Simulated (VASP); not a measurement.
An input for Quantum ESPRESSO's pw.x (written as the equivalent of a VASP run, and not itself run):

```
&CONTROL
  calculation = 'scf'
  pseudo_dir = './pseudo'
  outdir = './out'
  tprnfor = .true.
  tstress = .true.
/
&SYSTEM
  ibrav = 0
  nat = 5
  ntyp = 3
  ecutwfc = 84
  occupations = 'tetrahedra'
  input_dft = 'vdw-df-obk8'
/
&ELECTRONS
  conv_thr = 7.3e-09
  electron_maxstep = 100
/
ATOMIC_SPECIES
  Ba 137.327 Ba.upf
  Zr 91.224 Zr.upf
  O 15.999 O.upf
CELL_PARAMETERS angstrom
     4.2238491    0.0000000    0.0000000
     0.0000000    4.2238491    0.0000000
     0.0000000    0.0000000    4.2238491
ATOMIC_POSITIONS crystal
  Ba   0.0000000  0.0000000  0.0000000
  Zr   0.5000000  0.5000000  0.5000000
  O    0.5000000  0.0000000  0.5000000
  O    0.0000000  0.5000000  0.5000000
  O    0.5000000  0.5000000  0.0000000
K_POINTS automatic
  6 6 6 0 0 0
```

Question: Translate this input to VASP (INCAR, KPOINTS, POSCAR, choice of POTCAR).

Answer: This is not unique; one that fits is 
**INCAR**
```
# general
SYSTEM   = BaZrO3
PREC     = Accurate
ENCUT    = 520
LREAL    = .False.
LASPH    = .True.

# electronic loop
EDIFF    = 1E-7
NELM     = 100
ALGO     = Normal
LMAXMIX  = 4

# smearing
ISMEAR   = -5

# functional
GGA      = BO
LUSE_VDW = .True.
AGGAC    = 0.0
PARAM1   = 0.1833333333
PARAM2   = 0.22

# ions
ISIF     = 2

# output
LWAVE    = .False.
LCHARG   = .True.
LORBIT   = 11
NEDOS    = 601

# other
LEFG     = .True.
```

KPOINTS:
```
Automatic mesh
0
Gamma
  6 6 6
```

### POSCAR
```
BaZrO3
1
    4.2238490678     0.0000000000     0.0000000000
    0.0000000000     4.2238490678     0.0000000000
    0.0000000000     0.0000000000     4.2238490678
Ba Zr O
1 1 3
Direct
  0.0000000000   0.0000000000   0.0000000000
  0.5000000000   0.5000000000   0.5000000000
  0.5000000000   0.0000000000   0.5000000000
  0.0000000000   0.5000000000   0.5000000000
  0.5000000000   0.5000000000   0.0000000000
```

POTCAR, in this order: Ba_sv Zr_sv O (PBE.64 set). Program: vasp_std.

Limits of the translation: the potentials are each code's own (VASP's PAW set, PseudoDojo norm-conserving files in pw.x), so ENCUT and ecutwfc are chosen apart and not converted; conv_thr bounds pw.x's estimated SCF error, while EDIFF bounds the energy change between steps; the field gradients of LEFG aren't asked of the other code.

The compound is BaZrO3 in the cubic perovskite structure. It was relaxed first.
